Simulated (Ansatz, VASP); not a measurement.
# Cross-check of WS2 (Tungstenite) between VASP and Ansatz, part 2 of 2

Aim: how closely do two programs agree when they are given the same cell, functional and k mesh? The cell is taken from a series of runs on this material, whose earlier steps may have relaxed, scaled, displaced or heated it; both programs get it as it stands.

VASP 6.6.1 and Ansatz 0.2.0.

So far: The structure; VASP: G0W0 gap, PBE.

## Step 3: Ansatz: G0W0 gap, PBE

Level of this step: Ansatz beside VASP: Kohn-Sham DFT, plane waves, PBE (Ansatz).

Ansatz runs on its default PAW (the set named soft_2) files.

The same cell, functional and mesh now go to Ansatz, which takes its cutoff from its data sets.

The input, input.yaml:

```yaml
crystal:
  lattice:
    - [3.1455060802, 0.0, 0.0]
    - [-1.5727530401, 2.7240881732, 0.0]
    - [0.0, 0.0, 11.9889250996]
  atoms:
    - { symbol: W, position: [0.3333333333, 0.6666666667, 0.25] }
    - { symbol: W, position: [0.6666666667, 0.3333333333, 0.75] }
    - { symbol: S, position: [0.3333333333, 0.6666666667, 0.618585815] }
    - { symbol: S, position: [0.6666666667, 0.3333333333, 0.118585815] }
    - { symbol: S, position: [0.3333333333, 0.6666666667, 0.881414185] }
    - { symbol: S, position: [0.6666666667, 0.3333333333, 0.381414185] }
kpoints:
  mp_grid: { grid: [6, 6, 2] }
hamiltonian:
  xc: pbe
scf:
  occupations: { method: fixed }
gw:
  n_empty_bands: 179
  ecut_chi: 80
  qp_bands: [v2, c2]
  qp_kpoints: band_edges
  screening: { model: contour_deformation }
```

Command:

```sh
> ansatz run input.yaml --threads 2 --pin off --max-ram 92160MiB --backend cuda --devices 1 --max-vram 13GiB --events-out ev --progress --plain --runs-dir out
```

Numbers of over 12 decimals in the logs are rounded to 6 here.

Output:

```text
GPUs: using 1 of 1 available (devices: 1).
Engine: ansatz 0.2.0, x86_64-unknown-linux-gnu
Pseudopotentials: kind: paw
Pseudopotential: W, paw, valence charge 14, recommended cutoff 420 eV (normal), W.paw.azcp
Pseudopotential: S, paw, valence charge 6, recommended cutoff 420 eV (normal), S.paw.azcp
Functional definition: PBE
  parameter kappa = 0.804
  parameter beta = 0.066725
  exchange = pbe_x(kappa = kappa, mu = beta*pi^2/3)
  correlation = pbe_c(beta = beta)
device memory: the entry about to start is reckoned to put 1.0 GiB on a device that reports 46.6 GiB free (of which the cap on the GPU budget leaves the run 13.0 GiB)
GPU FFT provider: cuFFT
GPU libraries: cuBLAS 13.8.2, cuFFT 12.4.0, cuSOLVER 12.3.4
Crystal: 6 atoms, lattice volume = 102.729 Å³
Basis set: ecut = 420 eV, 1985 PW (Γ)
Bands: 32, of which v1, the nominal top of the filled ones, is band 26 counted from 1 (25 counted from 0)
Symmetry: 24 space group operations
Space group: P63/mmc (ITA 194), of the structure as read, at distance tolerance 4.7e-5 Å
k-points: 14 of 72
Non-local potential: W, projectors of the file, l = 0: 3, l = 1: 2, l = 2: 2, l = 3: 1
Non-local potential: S, projectors of the file, l = 0: 2, l = 1: 2, l = 2: 2
PAW form: soft (Blöchl's): semilocal exchange-correlation on the pseudo side does not see the compensation charge
PAW one-centre angular grid: W, 590 points (default); XC on 64 Gauss nodes
PAW one-centre angular grid: S, 110 points (default); XC on 64 Gauss nodes
Initial density: superposition of atomic densities (neutral atoms: chi_scale 0, normalization atom), corrected by the library's trained network
Initial wavefunctions: pseudopotential atomic-orbital guess
GPU buffer pool allocated for 46656 grid points (all kernels)
GPU transforms: local potential and band sums: pruned to the plane-wave sphere, on 24×24×81
Functional: x = pbe(κ = 0.804, μ = 0.219515), c = pbe(β = 0.066725)
SCF iter   1: F=—  HF=-24382.638514 eV  |F-HF|=—  |Δ(HF+E_count)|=         —  Δρ=5.22e-3  dr2=1.00e-2  ethr=1.77e-3  ⟨swp⟩=5.0  Hψ=1828  notcnv=0  defer=37
preconditioner: auto → Resta (q_TF=auto, 2.436 Å⁻¹)  ε∞=7.7  [insulator: Δε(μ)=0.818 eV  Ē_g=8.498 eV  n_scr=26 (ndim 8)  ℏωp=22.0 eV  f_vac=0.008  ε∞_Penn≈7.7]
SCF iter   2: F=—  HF=-24382.644003 eV  |F-HF|=—  |Δ(HF+E_count)|=   5.49e-3  Δρ=2.92e-3  dr2=2.82e-3  ethr=1.93e-5  ⟨swp⟩=2.0  Hψ=740  notcnv=0  defer=54
SCF iter   3: F=—  HF=-24382.648469 eV  |F-HF|=—  |Δ(HF+E_count)|=   4.47e-3  Δρ=6.04e-4  dr2=3.48e-4  ethr=5.43e-6  ⟨swp⟩=2.0  Hψ=678  notcnv=0  defer=54
SCF iter   4: F=—  HF=-24382.648547 eV  |F-HF|=—  |Δ(HF+E_count)|=   7.72e-5  Δρ=1.13e-4  dr2=2.77e-5  ethr=6.70e-7  ⟨swp⟩=2.0  Hψ=648  notcnv=0  defer=50
SCF iter   5: F=—  HF=-24382.648552 eV  |F-HF|=—  |Δ(HF+E_count)|=   5.28e-6  Δρ=4.08e-5  dr2=1.86e-6  ethr=5.32e-8  ⟨swp⟩=2.1  Hψ=607  notcnv=0  defer=8
SCF iter   6: F=—  HF=-24382.648553 eV  |F-HF|=—  |Δ(HF+E_count)|=   1.18e-6  Δρ=1.01e-5  dr2=1.20e-7  ethr=3.58e-9  ⟨swp⟩=2.0  Hψ=682  notcnv=0  defer=7
SCF iter   7: F=-24382.648553 eV  HF=-24382.648553 eV  |F-HF|=4.26e-9  |Δ(HF+E_count)|=   9.16e-8  Δρ=1.61e-6  dr2=2.80e-9  ethr=1.92e-10  ⟨swp⟩=5.4  Hψ=1342  notcnv=0
SCF 1 converged in 7 iterations: F = -24382.648553 eV  dr2 = 2.80e-9
  greatest PAW one-centre occupation: 1.000 electrons in one spin orbital (limit 2), on the W atom at site 1 (counted from 0), in its partial waves of l = 0
device memory: the entry about to start is reckoned to put 1.1 GiB (of the 1.2 GiB reckoned in all, the device holds 0.1 GiB already) on a device that reports 49.8 GiB free (of which the cap on the GPU budget leaves the run 12.9 GiB)
NSCF: frozen V_eff on 14 k-points, pencils in batches of 32, up to order 128
the band table was solved once the SCF had ended and its energy, with any forces and stress, was formed, with the checks that follow a solve (1775 applications of the Hamiltonian). They found nothing against the state; the energy, forces and stress were not computed again (output.eigenvalues in the input reference)
device memory: the entry about to start is reckoned to put 2.7 GiB on a device that reports 49.5 GiB free (of which the cap on the GPU budget leaves the run 13.0 GiB)
NSCF: frozen V_eff on 14 k-points
G₀W₀ screening: q 1/14
[... further progress lines ...]
SCF converged after 7 iterations
Free energy (F): -24382.648553 eV
Harris-Foulkes:  -24382.648553 eV  (|F-HF|=4.26e-9)
Internal energy: -24382.648553 eV  (E = F + TS)
E sigma→0 (E₀):  -24382.648553 eV
Fermi energy:    12.423676 eV
--- Per-component energies (eV) ---
  E_band       = -341.682093
  E_kinetic    = 1335.864942
  E_local      = -3255.801915  (includes V_loc(G=0)·N_el)
  E_nonlocal   = 114.907808
  E_hartree    = 1282.846951
  E_xc         = -925.724844
  E_vxc        = -832.013558  (∫ρ·V_xc dr)
  E_paw        = -19526.400911  (= ΣΔE_a)
  E_vpaw       = -270.334338  (= ΣTr[D̂ρ^β])
  E_aug_tail   = -0.000118  (compensation charges beyond the density's cutoff)
  E_ewald      = -3408.340466
  E_smearing   = -0.000000  (= −TS)
  E_closure    = 0.000000  (closes the sum)
  Σ components = -24382.648553   (vs F -24382.648553, Δ=0.00e0)
--- Band table (eV; the first three rows and the last of 14) ---
  k-point 0: bands = [... 22 lower, 10.1768, 11.0428, 11.0703, 12.4237, 14.6406, 14.6406, 14.6462, 14.6462, ... 2 higher]
  k-point 1: bands = [... 22 lower, 10.1357, 10.1357, 12.1183, 12.1183, 14.6263, 14.6263, 14.6263, 14.6263, ... 2 higher]
  k-point 2: bands = [... 22 lower, 10.0080, 10.9743, 11.0379, 11.4702, 13.9142, 14.2791, 14.5081, 14.6154, ... 2 higher]
  k-point 13: bands = [... 22 lower, 9.1836, 9.1836, 11.6662, 11.6662, 13.6741, 13.6741, 14.8554, 14.8554, ... 2 higher]
--- G₀W₀: contour deformation, 7 samples at zero and on the imaginary axis and 1 off it, 72 q-points, 179 empty bands' worth ---
  eigenvalues of the whole cell's RPA ε∞ on this k-mesh (on a slab, of 1 + 4πα/V) = 6.8702, 14.6708, 14.6708; static W/v taken at q = 0 is 0.073271
  bands read: the sum over 205 bands ends inside a degenerate multiplet in 8 slots, whose members it reads at an even weight; the widest, k=1: bands 203 to 206 (counted from 1) at 3/4 each
  gw.qp_kpoints: band_edges: 10 of 14 stored k-points solved, in 1 pass; an edge of the gap read off the rows below is read off those points alone
    valence top: of the k-points left out ik 6 came nearest to being solved in a further pass, in band 26 (counted from 1, as in the quasiparticle table): it holds the edge there only if its correction is more favourable than any solved in that band by at least 1.607 eV; those differ by 0.111 eV
    conduction bottom: of the k-points left out ik 4 came nearest to being solved in a further pass, in band 27 (counted from 1, as in the quasiparticle table): it holds the edge there only if its correction is more favourable than any solved in that band by at least 0.732 eV; those differ by 0.174 eV
    ik  band        ε_KS         Σx   Σc(E_QP)       V_xc       Z   E_QP_lin       E_QP  E_QP is
     0    25     11.0703   -18.8527     2.2333   -16.4506  0.7626    10.9012    10.9016  root
     0    26     12.4237   -19.5439     0.7016   -18.9171  0.7627    12.4985    12.4985  root
     0    27     14.6406   -13.9278    -3.8152   -18.2447  0.7516    15.1472    15.1423  root
     0    28     14.6406   -13.9278    -3.8152   -18.2447  0.7516    15.1472    15.1423  root
     1    25     12.1183   -19.3060     0.9877   -18.3443  0.7630    12.1444    12.1444  root
     1    26     12.1183   -19.3060     0.9877   -18.3443  0.7630    12.1444    12.1444  root
     1    27     14.6263   -13.7758    -4.0259   -18.3589  0.7611    15.1889    15.1834  root
     1    28     14.6263   -13.7758    -4.0259   -18.3589  0.7611    15.1889    15.1834  root
     2    25     11.0379   -18.9721     1.3254   -17.6161  0.7553    11.0073    11.0073  root
     2    26     11.4702   -19.1310     1.1361   -18.0043  0.7595    11.4796    11.4796  root
     2    27     13.9142   -13.5094    -3.7446   -17.6939  0.7644    14.3570    14.3541  root
     2    28     14.2791   -14.0710    -3.7668   -18.3267  0.7570    14.7721    14.7680  root
     3    25     11.4335   -19.2316     1.2556   -17.9716  0.7594    11.4290    11.4290  root
     3    26     11.4335   -19.2316     1.2556   -17.9716  0.7594    11.4290    11.4290  root
     3    27     14.2185   -13.8069    -3.8764   -18.1587  0.7614    14.6975    14.6938  root
     3    28     14.2185   -13.8069    -3.8764   -18.1587  0.7614    14.6975    14.6938  root
     8    25     10.7750   -19.5799     1.5485   -18.0124  0.7533    10.7559    10.7560  root
     8    26     10.8245   -19.6170     1.4916   -18.1114  0.7526    10.8105    10.8105  root
     8    27     13.2421   -13.1457    -3.5364   -17.0655  0.7725    13.6273    13.6256  root
     8    28     14.2277   -14.2834    -4.0154   -18.7973  0.7578    14.7306    14.7262  root
     9    25     10.8070   -19.6048     1.5185   -18.0700  0.7532    10.7906    10.7906  root
     9    26     10.8070   -19.6048     1.5185   -18.0700  0.7532    10.7906    10.7906  root
     9    27     13.6907   -13.6482    -3.7365   -17.8241  0.7683    14.1327    14.1300  root
     9    28     13.6907   -13.6482    -3.7365   -17.8241  0.7683    14.1327    14.1300  root
[...]
12    25     11.5488   -18.6125     0.8470   -17.7520  0.7641    11.5353    11.5353  root
    12    26     11.8249   -19.2015     0.7428   -18.4971  0.7643    11.8633    11.8633  root
    12    27     13.6739   -15.7617    -3.6961   -19.9511  0.7634    14.1705    14.1671  root
    12    28     13.6739   -15.7617    -3.6961   -19.9511  0.7634    14.1705    14.1671  root
    13    25     11.6662   -18.8070     0.7862   -18.0294  0.7645    11.6749    11.6749  root
    13    26     11.6662   -18.8070     0.7862   -18.0294  0.7645    11.6749    11.6749  root
    13    27     13.6741   -15.7691    -3.6959   -19.9583  0.7633    14.1708    14.1674  root
    13    28     13.6741   -15.7691    -3.6959   -19.9583  0.7633    14.1708    14.1674  root
```

Reading the cycles: dr2 is the Hartree energy of the density residual (eV), the measure of convergence; HF is the Harris–Foulkes estimate of the energy, which meets the free energy F at convergence.

## Step 4: Differences

Known differences besides the potentials themselves: fixed occupations in Ansatz, narrow Gaussian smearing in VASP; the cutoff is 420 eV in Ansatz and 340 eV in VASP; Ansatz integrates over frequency by contour deformation, VASP on a grid of NOMEGA points; Ansatz's G0W0 levels solve the quasiparticle equation, VASP's are linearised. Total energies have different zeros and are not compared.

The two programs side by side:

```tsv
quantity	Ansatz	VASP	difference
G0W0 gap on the mesh (eV)	1.13	1.21	-0.08
Kohn-Sham gap under it (eV)	0.82	0.82	0.00
```

VASP's log warns that its frequency grid doesn't suit quasiparticle energies on this mesh.

## Step 5: What came out

```
difference in G0W0 gap on the mesh (G0W0 gap, PBE) : -0.082 eV
```

What this shows: The difference in G0W0 gap on the mesh is -0.082 eV (G0W0 gap, PBE). How closely two codes agree says nothing of how well the functional describes the real material.

[Lines on the potential files, build, host, timing and source positions are cut from VASP's logs without a mark.]

[Logs are printed without paths, hosts, clocks, repeated set-up lines and the standing remarks that a program may print on its own settings, such as how far it seeks lower states.]

[Hosts, paths, dates, database ids (printed as entryN), source tags and the programs' standing remarks are cut or masked in the printed files.]
